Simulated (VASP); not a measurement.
Given:

```
CELL_PARAMETERS angstrom
      5.74770     0.00000     0.00000
     -2.87385     4.97765     0.00000
      0.00000     0.00000     4.63055
ATOMIC_POSITIONS crystal
  Ti 0.82990 0.65980 0.25000
  Ti 0.17010 0.34020 0.75000
  Ti 0.17010 0.82990 0.75000
  Ti 0.82990 0.17010 0.25000
  Ti 0.34020 0.17010 0.25000
  Ti 0.65980 0.82990 0.75000
  Al 0.33333 0.66667 0.25000
  Al 0.66667 0.33333 0.75000
```

Method: PBE GGA, VASP's PBE PAW potentials (set 64) (plane waves; VASP 6.6.1). Run with 300 eV cut-off, 5×5×5 Γ-centred mesh, Gaussian smearing of 0.10 eV, potentials Ti_sv Al.

Task: What does the run give for the energy per atom (σ→0), band gap (on the k-mesh) with the smallest direct gap where there is one?

Result: 
```
Item                                                         Value
------------------------  ----------------------------------------
band gap (on the k-mesh)  none (metal, semimetal or under 0.01 eV)
energy per atom (σ→0)                               -7.079 eV/atom
```

Only differences to runs with the same potentials and settings are physical.

The structure comes from a computed database's Ti3Al entry (P6_3/mmc); how it stands against other phases isn't given here. The cell was not relaxed at this level.
